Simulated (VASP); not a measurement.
Computed with optB86b-vdW, VASP's PBE PAW potentials (set 64) (plane waves; VASP).

A VASP calculation is set up with these files.

### KPOINTS
```
Automatic mesh
0
Gamma
 12 12 12
```

POSCAR:
```
RuAl
2.9597960
  0.9999999712   0.0000000000   0.0000000000
  0.0000000000   0.9999999712   0.0000000000
  0.0000000000   0.0000000000   0.9999999712
Al Ru
1 1
direct
  0.5000000000   0.5000000000   0.5000000000
  0.0000000000   0.0000000000   0.0000000000
```

INCAR:
```
SYSTEM = RuAl
PREC = Accurate; ENCUT = 520; LREAL = .False.
LASPH = .True.
EDIFF = 1E-7; NELM = 100; ALGO = Normal
LMAXMIX = 4
ISMEAR = 1; SIGMA = 0.1
GGA = MK; LUSE_VDW = .True.; AGGAC = 0.0
PARAM1 = 0.1234; PARAM2 = 1.0
ISIF = 2
LWAVE = .False.; LCHARG = .False.
```

POTCAR, in this order: Al Ru_pv (PBE.64 set). Program: vasp_std.

What VASP printed:

### OSZICAR
```
       N       E                     dE             d eps       ncg     rms          rms(c)
DAV:   1     0.119105128620E+03    0.11911E+03   -0.94074E+03  2040   0.133E+03
DAV:   2    -0.835776115091E+01   -0.12746E+03   -0.12259E+03  2180   0.353E+02
DAV:   3    -0.107602832736E+02   -0.24025E+01   -0.23254E+01  2396   0.493E+01
DAV:   4    -0.107863287201E+02   -0.26045E-01   -0.26022E-01  2348   0.501E+00
DAV:   5    -0.107869491821E+02   -0.62046E-03   -0.62044E-03  2484   0.699E-01    0.133E+01
DAV:   6    -0.102118716451E+02    0.57508E+00   -0.34421E+00  2148   0.215E+01    0.246E+00
DAV:   7    -0.101494316232E+02    0.62440E-01   -0.24898E-01  2140   0.603E+00    0.230E+00
DAV:   8    -0.101351616306E+02    0.14270E-01   -0.15345E-02  2184   0.129E+00    0.178E-01
DAV:   9    -0.101350997552E+02    0.61875E-04   -0.20768E-04  2488   0.134E-01    0.120E-01
DAV:  10    -0.101351007312E+02   -0.97599E-06   -0.27748E-05  2340   0.665E-02    0.931E-03
DAV:  11    -0.101351000996E+02    0.63161E-06   -0.13885E-06  2452   0.151E-02    0.464E-03
DAV:  12    -0.101350997513E+02    0.34824E-06   -0.67521E-08  1316   0.249E-03    0.264E-04
DAV:  13    -0.101350997802E+02   -0.28906E-07   -0.87029E-09  1068   0.895E-04
   1 F= -.10135100E+02 E0= -.10135011E+02  d E =-.265314E-03
```

OUTCAR:
```
------------------------ aborting loop because EDIFF is reached ----------------------------------------
  FORCE on cell =-STRESS in cart. coord.  units (eV):
  Direction    XX          YY          ZZ          XY          YZ          ZX
  --------------------------------------------------------------------------------------
  Total        1.0969318      1.0969318      1.0969318      0.0000000      0.0000000     -0.0000000
  in kB       67.7805243     67.7805243     67.7805243      0.0000000      0.0000000     -0.0000000
  external PRESSURE =      67.7805243 kB  Pullay stress =       0.0000000 kB
  volume of cell :       25.93
      direct lattice vectors                 reciprocal lattice vectors
     2.959795915  0.000000000  0.000000000     0.337861133  0.000000000  0.000000000
     0.000000000  2.959795915  0.000000000     0.000000000  0.337861133  0.000000000
     0.000000000  0.000000000  2.959795915     0.000000000  0.000000000  0.337861133
 POSITION                                       TOTAL-FORCE (eV/Angst)
 -----------------------------------------------------------------------------------
      1.47990      1.47990      1.47990         0.000000      0.000000      0.000000
      0.00000      0.00000      0.00000         0.000000      0.000000      0.000000
 -----------------------------------------------------------------------------------
    total drift:                               -0.000000      0.000000      0.000000
  FREE ENERGIE OF THE ION-ELECTRON SYSTEM (eV)
  ---------------------------------------------------
  free  energy   TOTEN  =       -10.1350997802 eV

  energy  without entropy=      -10.1348344658  energy(sigma->0) =      -10.13501134
```
(Selected blocks of OUTCAR.)

The compound is RuAl in the CsCl type structure. This cell is one point of a volume scan, at 0.97 of the reference volume. The electron count is odd and the run is not spin-polarised, which forces a metal.
